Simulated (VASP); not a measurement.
Given:

```
CELL_PARAMETERS angstrom
      0.00000     1.91459     1.91459
      1.91459     0.00000     1.91459
      1.91459     1.91459     0.00000
ATOMIC_POSITIONS crystal
  Rh 0.00000 0.00000 0.00000
```

Method: PBE GGA with D3 dispersion (zero damping), VASP's PBE PAW potentials (set 64) (plane waves; VASP). Settings: 520 eV cut-off, 16×16×16 Γ-centred mesh, first-order Methfessel-Paxton smearing of 0.10 eV, potentials Rh_pv.

**Question.** Give the stress tensor in GPa (positive for a compressed cell).

**Answer.** 
```
-7.65   0.00   0.00
 0.00  -7.65   0.00
 0.00   0.00  -7.65
```
The pressure is its mean diagonal, -7.65 GPa.

The compound is Rh in the fcc structure. This cell is one point of a volume scan, at 1.03 of the reference volume.
